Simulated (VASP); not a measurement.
Here is the system:

```
CELL_PARAMETERS angstrom
      6.49764     0.00000     0.00000
     -3.24882     5.62712     0.00000
      0.00000     0.00000     2.86003
ATOMIC_POSITIONS crystal
  Mo 0.23838 0.00000 0.00000
  Mo 0.00000 0.23838 0.00000
  Mo 0.76162 0.76162 0.00000
  Mo 0.57808 0.00000 0.50000
  Mo 0.00000 0.57808 0.50000
  Mo 0.42192 0.42192 0.50000
  N  0.00000 0.00000 0.50000
  N  0.33333 0.66667 0.00000
  N  0.66667 0.33333 0.00000
```

Method: PBEsol GGA, VASP's PBE PAW potentials (set 64) (plane waves; VASP). Numerical set-up: 520 eV cut-off, 6×6×12 Γ-centred mesh, tetrahedra with Blöchl corrections, potentials Mo_sv N.

The cores are frozen, which limits the accuracy of field gradients.

Question: Give the principal components of the electric field gradient (V/Å²) and the asymmetry η at each nucleus.

Answer: 
| atom | Vxx | Vyy | Vzz | η |
|---|---|---|---|---|
| Mo1 | -67.6 | -24.5 | 92.1 | 0.47 |
| Mo2 | -67.6 | -24.5 | 92.1 | 0.47 |
| Mo3 | -67.6 | -24.5 | 92.1 | 0.47 |
| Mo4 | -80.0 | -4.6 | 84.6 | 0.89 |
| Mo5 | -80.0 | -4.6 | 84.6 | 0.89 |
| Mo6 | -80.0 | -4.6 | 84.6 | 0.89 |
| N7 | 0.9 | 0.9 | -1.8 | 0.00 |
| N8 | 14.4 | 14.4 | -28.7 | 0.00 |
| N9 | 14.4 | 14.4 | -28.7 | 0.00 |

The structure was generated: Mo2N was put into the Fe2P type (P-62m), which need not be its known phase. It was relaxed first.
